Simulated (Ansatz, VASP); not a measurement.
# Sc in two plane-wave programs, part 2 of 2

Aim: how closely do two programs agree when they are given the same cell, functional and k mesh? The cell is taken from a series of runs on this material, whose earlier steps may have relaxed, scaled, displaced or heated it; both programs get it as it stands.

VASP 6.6.1 and Ansatz 0.2.0.

So far: The starting structure; VASP: zone-centre phonons, PBEsol.

### 3. Ansatz: zone-centre phonons, PBEsol

Level of this step: Ansatz beside VASP: Kohn-Sham DFT, plane waves, PBEsol (Ansatz).

Ansatz runs on its default PAW (the set named soft_2) files.

The same cell, functional, mesh and smearing now go to Ansatz, which takes its cutoff from its data sets.

The input, input.yaml:

```yaml
crystal:
  lattice:
    - [3.2775974946, 0.0, 0.0]
    - [-1.6387987473, 2.8384826936, 0.0]
    - [0.0, 0.0, 5.0802520018]
  atoms:
    - { symbol: Sc, position: [0.3333333333, 0.6666666667, 0.25] }
    - { symbol: Sc, position: [0.6666666667, 0.3333333333, 0.75] }
kpoints:
  mp_grid: { grid: [15, 15, 8] }
hamiltonian:
  xc: pbesol
scf:
  occupations: { method: methfessel_paxton, width: 0.2 }
output:
  eigenvalues: true
phonons:
  method: dfpt
  qmesh: [3, 3, 2]
  temperatures: { t_max: 1000, t_step: 50 }
  qpath:
    path:
      - [[0.0, 0.0, 0.0], [0.5, 0.0, 0.0], [0.33333333, 0.33333333, 0.0], [0.0, 0.0, 0.0], [0.0, 0.0, 0.5], [0.5, 0.0, 0.5], [0.33333333, 0.33333333, 0.5], [0.0, 0.0, 0.5]]
      - [[0.5, 0.0, 0.5], [0.5, 0.0, 0.0]]
      - [[0.33333333, 0.33333333, 0.5], [0.33333333, 0.33333333, 0.0]]
    npoints: 10
```

On the command line:

```bash
$ ansatz run input.yaml --threads 8 --pin off --max-ram 30720MiB --backend cpu --events-out ev --progress --plain --runs-dir out
```

Numbers of over 12 decimals in the logs are rounded to 6 here.

What it wrote:

```text
Engine: ansatz 0.2.0, aarch64-unknown-linux-gnu
Pseudopotentials: kind: paw
Pseudopotential: Sc, paw, valence charge 11, recommended cutoff 420 eV (normal), Sc.paw.azcp
Functional definition: PBEsol
  exchange = pbesol_x
  correlation = pbesol_c
Crystal: 2 atoms, lattice volume = 47.264 Å³
Basis set: ecut = 420 eV, 953 PW (Γ), exchange–correlation on 48×48×72 points (8 copies of the dense FFT grid, shifted against one another)
Bands: 15, of which v1, the nominal top of the filled ones, is band 11 counted from 1 (10 counted from 0)
Symmetry: 24 space group operations
k-points: 135 of 1800
Non-local potential: Sc, projectors of the file, l = 0: 3, l = 1: 2, l = 2: 3, l = 3: 1
PAW form: soft (Blöchl's): semilocal exchange-correlation on the pseudo side does not see the compensation charge
PAW frozen core: Sc, regenerated for the run's functional, and the local potential with it (the file was generated under x = pbe(κ = 0.804, μ = 0.219515), c = pbe(β = 0.066725))
PAW one-centre angular grid: Sc, 590 points (default); XC on 64 Gauss nodes
Initial density: superposition of atomic densities (neutral atoms: chi_scale 0, normalization atom), corrected by the library's trained network
Initial wavefunctions: pseudopotential atomic-orbital guess
Functional: x = pbesol(κ = 0.804, μ = 0.123457), c = pbesol(β = 0.046)
SCF iter   1: F=—  HF=-4222.742462 eV  |F-HF|=—  |Δ(HF+E_count)|=         —  Δρ=4.52e-3  dr2=9.23e-3  ethr=1.77e-3  ⟨swp⟩=3.2  Hψ=7437  notcnv=0
preconditioner: auto → none  [metal: Δε(μ)=0.002 eV  Ē_g=2.583 eV  σ=0.200 eV  W_gap=0.01  n_scr=8 (ndim 8)  ℏωp=13.2 eV  f_vac=0.000  D(μ)=4.01/eV (n_scr^D=42)  sad-step TF]
SCF iter   2: F=—  HF=-4222.739483 eV  |F-HF|=—  |Δ(HF+E_count)|=   2.98e-3  S|Δr|=    0.00e0  Δρ=2.25e-3  dr2=2.60e-3  ethr=4.19e-5  ⟨swp⟩=1.7  Hψ=3588  notcnv=0
SCF iter   3: F=—  HF=-4222.738736 eV  |F-HF|=—  |Δ(HF+E_count)|=   7.47e-4  S|Δr|=    0.00e0  Δρ=1.41e-4  dr2=6.04e-6  ethr=1.18e-5  ⟨swp⟩=3.0  Hψ=3719  notcnv=0
SCF iter   4: F=—  HF=-4222.738739 eV  |F-HF|=—  |Δ(HF+E_count)|=   2.74e-6  S|Δr|=    0.00e0  Δρ=2.30e-5  dr2=1.70e-7  ethr=2.74e-8  ⟨swp⟩=2.0  Hψ=2441  notcnv=0
SCF iter   5: F=—  HF=-4222.738740 eV  |F-HF|=—  |Δ(HF+E_count)|=   1.34e-6  S|Δr|=    0.00e0  Δρ=3.35e-6  dr2=2.73e-9  ethr=7.75e-10  ⟨swp⟩=2.0  Hψ=3252  notcnv=0
SCF iter   6: F=—  HF=-4222.738740 eV  |F-HF|=—  |Δ(HF+E_count)|=  6.12e-10  S|Δr|=    0.00e0  Δρ=5.89e-7  dr2=1.35e-10  ethr=1.24e-11  ⟨swp⟩=2.0  Hψ=3525  notcnv=0
SCF iter   7: F=-4222.738740 eV  HF=-4222.738740 eV  |F-HF|=9.09e-13  |Δ(HF+E_count)|=  4.91e-11  S|Δr|=    0.00e0  Δρ=3.87e-8  dr2=3.37e-13  ethr=1.00e-12  ⟨swp⟩=4.9  Hψ=7432  notcnv=0
SCF 1 converged in 7 iterations: F = -4222.738740 eV  dr2 = 3.37e-13
  greatest PAW one-centre occupation: 0.998 electrons in one spin orbital (limit 2), on the Sc atom at site 1 (counted from 0), in its partial waves of l = 0
NSCF: frozen V_eff on 135 k-points
NSCF: frozen V_eff on 320 k-points
DFPT response loops at q = (0, 0, 0) (fractional): preconditioner auto → Kerker (q_TF=auto, 2.402 Å⁻¹) (partly filled bands, converged f_vac=0.000); β = 1.00, the filter's whole step (`scf.mixing.beta` (0.50) is not read by the response loops under this deck's `scf.mixing.preconditioner`; to damp them name `kerker` or `kerker_dos`, under which they read `scf.mixing.beta`, and type it under 1.00, their step now; both keys bind the ground state too); Broyden in place of MSR1
NSCF: frozen V_eff on 640 k-points
DFPT response loops at q = (0, 0, -0.5) (fractional): mixed as the last ones told, above
NSCF: frozen V_eff on 1200 k-points
DFPT response loops at q = (0, 0.333333, 0) (fractional): mixed as the last ones told, above
NSCF: frozen V_eff on 1200 k-points
DFPT response loops at q = (0, 0.333333, -0.5) (fractional): mixed as the last ones told, above
NSCF: frozen V_eff on 1200 k-points
DFPT response loops at q = (0.333333, 0.333333, 0) (fractional): mixed as the last ones told, above
NSCF: frozen V_eff on 1200 k-points
DFPT response loops at q = (0.333333, 0.333333, -0.5) (fractional): mixed as the last ones told, above
SCF converged after 7 iterations
Stability not checked: this state was not tested for a lower state beside it, because cold or Methfessel-Paxton smearing, or corrected tetrahedra, fill the levels in a way that the test cannot read (fill_not_monotonic; see scf.lower_state_search)
Free energy (F): -4222.738740 eV
Harris-Foulkes:  -4222.738740 eV  (|F-HF|=9.09e-13)
Internal energy: -4222.734713 eV  (E = F + TS)
E sigma→0 (E₀):  -4222.737733 eV
Entropy (-TS):   -0.004027 eV (-2.013 meV/atom)
Fermi energy:    9.633243 eV
--- Per-component energies (eV) ---
  E_band       = -325.240217
  E_kinetic    = 521.310549
  E_local      = -1652.876558  (includes V_loc(G=0)·N_el)
  E_nonlocal   = 169.000937
  E_hartree    = 562.982452
  E_xc         = -206.292850
  E_vxc        = -256.584023  (∫ρ·V_xc dr)
  E_paw        = -1864.200770  (= ΣΔE_a)
  E_vpaw       = -232.056063  (= ΣTr[D̂ρ^β])
  E_aug_tail   = 0.000019  (compensation charges beyond the density's cutoff)
  E_ewald      = -1752.916541
  E_core_change = 0.258050  (= ΣΔE_core)
  E_smearing   = -0.004027  (= −TS)
  E_closure    = 0.000000  (closes the sum)
  Σ components = -4222.738740   (vs F -4222.738740, Δ=0.00e0)
--- Band table (eV; the first three rows and the last of 135) ---
  k-point 0: bands = [... 7 lower, -17.9073, 4.4306, 7.9435, 10.3886, 11.2703, 11.2703, 11.5808, 11.7567]
  k-point 1: bands = [... 7 lower, -17.9277, 4.5415, 7.8094, 10.3222, 11.2084, 11.2084, 11.5046, 11.6839]
  k-point 2: bands = [... 7 lower, -17.9549, 4.8662, 7.3906, 10.2702, 11.1227, 11.1227, 11.2911, 11.5110]
  k-point 134: bands = [... 7 lower, -17.9924, 9.2031, 9.2031, 9.4806, 9.4806, 9.9378, 9.9378, 12.1284]
--- Phonons (Γ-DFPT): 2 representative perturbations + reference (Σ response iterations 6) ---
  ASR residual: 9.308e-6 → 0.000e0 eV/Å²; symmetrization residual: 3.050e-12 eV/Å²
  ASR residual per site (eV/Å²): 9.31e-6 9.31e-6
  Γ frequencies (cm⁻¹): 0.00 0.00 0.00 135.10 135.10 235.34
--- Phonons (arbitrary-q DFPT): 6 irreducible q on the 3×3×2 mesh ---
  q = [0.0000, 0.0000, 0.0000] (star 1, of the zone-centre solve; hermiticity 1.24e-14, symmetrization 6.66e-13): -0.00 -0.00 0.00 135.10 135.10 235.34
  q = [0.0000, 0.0000, -0.5000] (star 1, 2 solved perturbations in 455 linear systems a pass and spin channel, the states on 320 of 1800 k-point pairs; hermiticity 6.15e-12, symmetrization 3.10e-12): 97.42 97.42 97.42 97.42 166.17 166.17
  q = [0.0000, 0.3333, 0.0000] (star 6, 3 solved perturbations on 600 of 1800 k-point pairs; hermiticity 3.95e-7, symmetrization 4.32e-14): 107.51 111.04 180.32 190.04 199.13 228.95
  q = [0.0000, 0.3333, -0.5000] (star 6, 3 solved perturbations on 600 of 1800 k-point pairs; hermiticity 1.48e-6, symmetrization 4.25e-14): 131.77 131.77 147.13 147.13 199.20 199.20
  q = [0.3333, 0.3333, 0.0000] (star 2, 2 solved perturbations in 830 linear systems a pass and spin channel, the states on 600 of 1800 k-point pairs; hermiticity 1.08e-7, symmetrization 1.08e-7): 170.93 170.93 180.86 180.86 206.60 212.01
  q = [0.3333, 0.3333, -0.5000] (star 2, 2 solved perturbations in 830 linear systems a pass and spin channel, the states on 600 of 1800 k-point pairs; hermiticity 2.41e-7, symmetrization 1.13e-10): 105.60 105.60 195.42 195.42 198.76 198.76
  sum rule: each row above includes the acoustic sum rule's correction from the zone centre's row sums; it moved no ω² by more than (0.24 cm⁻¹)²
  mesh force constants: q→R imaginary residual 0.00e0; ASR residual 9.308e-6 → 0.000e0 eV/Å²; symmetrization residual 3.553e-15 eV/Å²
  interpolated dispersion: 93 rows × 6 modes
  density of states and harmonic sums: on the 24×24×12 q-mesh, interpolated from the force constants of a 3×3×2 supercell (no non-analytic term)
  largest difference from the sums on the solved wave vectors: F 3.66e-2 eV, S 5.09e-5 and C_V 1.43e-5 eV/K
  zero-point energy: 0.060120 eV/cell   skipped modes (ω ≤ 0): 3   left out of the sums: 7.23e-5 of the cell's modes: C_V's classical limit lies that fraction below 3 k_B per atom; for a crystal, a wire or a layer, F and S can be off by more, and a phonons.interpolated_qmesh denser along its periods is the remedy for the sampling
```

Reading the cycles: dr2 is the Hartree energy of the density residual (eV), the measure of convergence; HF is the Harris–Foulkes estimate of the energy, which meets the free energy F at convergence.

### 4. Side by side

Known differences besides the potentials themselves: VASP's run holds the zone centre alone; the cutoff is 420 eV in Ansatz and 500 eV in VASP; Ansatz makes its cores anew for this functional, VASP keeps those of its PBE data sets. Total energies have different zeros and are not compared.

The two programs side by side:

```tsv
quantity	Ansatz	VASP	difference
optical mode 1 to 2 (cm⁻¹)	135.1	136.2	-0.82 %
optical mode 3 (cm⁻¹)	235.3	236.1	-0.33 %
```

Modes are paired by rising frequency, not by their patterns, so a pair may set unlike modes beside each other; they are those without the splitting of longitudinal modes.

### 5. Results

| Item | Value |
| --- | --- |
| r.m.s. difference of the optical zone-centre modes, each program's sorted by frequency (zone-centre phonons, PBEsol) | 1.0 cm⁻¹ |
| difference in optical mode 1 to 2 (zone-centre phonons, PBEsol) | -0.8 % |

The r.m.s. difference of the optical zone-centre modes, each program's sorted by frequency is 1.0 cm⁻¹ (zone-centre phonons, PBEsol). Among the rows given in per cent, the largest difference of the zone-centre phonons, PBEsol pair is in optical mode 1 to 2, -0.8 %. How closely two codes agree says nothing of how well the functional describes the real material.

[Lines on the potential files, build, host, timing and source positions are cut from VASP's logs without a mark.]

[Logs are printed without paths, hosts, clocks, repeated set-up lines and the standing remarks that a program may print on its own settings, such as how far it seeks lower states.]

[Hosts, paths, dates, database ids (printed as entryN), source tags and the programs' standing remarks are cut or masked in the printed files.]
